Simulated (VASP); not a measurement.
A convergence study with VASP on As (a7): a few settings are varied, all else stays as given below, so the limit is that of these other settings.

```yaml
crystal:
  lattice:
    - [3.68036, -1.88000, 0.00000]
    - [3.68036, 1.88000, 0.00000]
    - [2.72002, 0.00000, 3.11142]
  atoms:
    - { symbol: As, position: [0.22700, 0.22700, 0.22700] }
    - { symbol: As, position: [0.77300, 0.77300, 0.77300] }
```

These are PBE GGA, VASP's PBE PAW potentials (set 64) (plane waves; VASP) values and carry that method's errors. The last row used: 550 eV cut-off, 19×19×19 Γ-centred mesh, second-order Methfessel-Paxton smearing of 0.40 eV, potentials As.

```tsv
setting	E (eV/atom)	pressure (GPa)	largest force (eV/Å)	irreducible k-points
ISMEAR = -1, SIGMA = 0.01, 6×6×6 mesh	-4.6797	3.41	0.185	32
ISMEAR = -1, SIGMA = 0.2, 6×6×6 mesh	-4.6782	3.38	0.230	32
ISMEAR = 0, SIGMA = 0.01, 6×6×6 mesh	-4.6796	3.41	0.185	32
ISMEAR = 0, SIGMA = 0.2, 6×6×6 mesh	-4.6803	3.41	0.188	32
ISMEAR = 1, SIGMA = 0.01, 6×6×6 mesh	-4.6796	3.41	0.185	32
ISMEAR = 1, SIGMA = 0.2, 6×6×6 mesh	-4.6802	3.42	0.180	32
ISMEAR = 2, SIGMA = 0.01, 6×6×6 mesh	-4.6796	3.41	0.185	32
ISMEAR = 2, SIGMA = 0.2, 6×6×6 mesh	-4.6801	3.42	0.182	32
ISMEAR = -1, SIGMA = 0.05, 13×13×13 mesh	-4.6606	3.58	0.297	231
ISMEAR = -1, SIGMA = 0.2, 13×13×13 mesh	-4.6573	3.54	0.321	231
ISMEAR = 0, SIGMA = 0.05, 13×13×13 mesh	-4.6607	3.58	0.296	231
ISMEAR = 0, SIGMA = 0.2, 13×13×13 mesh	(withheld)	(withheld)	(withheld)	231
ISMEAR = 1, SIGMA = 0.05, 13×13×13 mesh	-4.6607	3.58	0.296	231
ISMEAR = 1, SIGMA = 0.2, 13×13×13 mesh	-4.6606	3.58	0.297	231
ISMEAR = 2, SIGMA = 0.05, 13×13×13 mesh	-4.6607	3.58	0.296	231
ISMEAR = 2, SIGMA = 0.2, 13×13×13 mesh	-4.6606	3.58	0.297	231
ISMEAR = -1, SIGMA = 0.05, 19×19×19 mesh	(withheld)	3.59	(withheld)	670
ISMEAR = -1, SIGMA = 0.4, 19×19×19 mesh	-4.6421	3.72	0.403	670
ISMEAR = 0, SIGMA = 0.05, 19×19×19 mesh	-4.6595	3.60	0.280	670
ISMEAR = 0, SIGMA = 0.4, 19×19×19 mesh	-4.6589	3.55	0.298	670
ISMEAR = 1, SIGMA = 0.05, 19×19×19 mesh	-4.6595	3.60	0.280	670
ISMEAR = 1, SIGMA = 0.4, 19×19×19 mesh	-4.6600	3.59	0.269	670
ISMEAR = 2, SIGMA = 0.05, 19×19×19 mesh	-4.6595	3.60	0.280	670
ISMEAR = 2, SIGMA = 0.4, 19×19×19 mesh	-4.6598	3.61	0.272	670
```

### Question
Fill in the missing entries.

### Answer

- ISMEAR = 0, SIGMA = 0.2, 13×13×13 mesh, E (eV/atom): -4.6604
- ISMEAR = 0, SIGMA = 0.2, 13×13×13 mesh, pressure (GPa): 3.57
- ISMEAR = 0, SIGMA = 0.2, 13×13×13 mesh, largest force (eV/Å): 0.299
- ISMEAR = -1, SIGMA = 0.05, 19×19×19 mesh, E (eV/atom): -4.6596
- ISMEAR = -1, SIGMA = 0.05, 19×19×19 mesh, largest force (eV/Å): 0.279

Left out are rungs that failed or repeat a setting and relaxations that didn't move; long series are thinned to 24 rows.

The compound is As in the a7 structure. The cell was not relaxed at this level, forces remain on its atoms.
